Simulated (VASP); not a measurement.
Data:

```
CELL_PARAMETERS angstrom
     -2.11040     2.11040     2.11040
      2.11040    -2.11040     2.11040
      2.11040     2.11040    -2.11040
ATOMIC_POSITIONS crystal
  Na 0.00000 0.00000 0.00000
```

The numbers are results of TPSS meta-GGA, VASP's PBE PAW potentials (set 64) (plane waves; VASP), not measurements. Run with 520 eV cut-off, 12×12×12 Γ-centred mesh, first-order Methfessel-Paxton smearing of 0.10 eV, potentials Na_pv.

### Question
What does the run give for the energy per atom (σ→0), band gap (on the k-mesh) with the smallest direct gap where there is one?

### Answer

The band gap (on the k-mesh) is none (metal, semimetal or under 0.01 eV). The energy per atom (σ→0) comes out as -4.759 eV/atom.

Only differences to runs with the same potentials and settings are physical.

The compound is Na in the bcc structure. It was relaxed first.
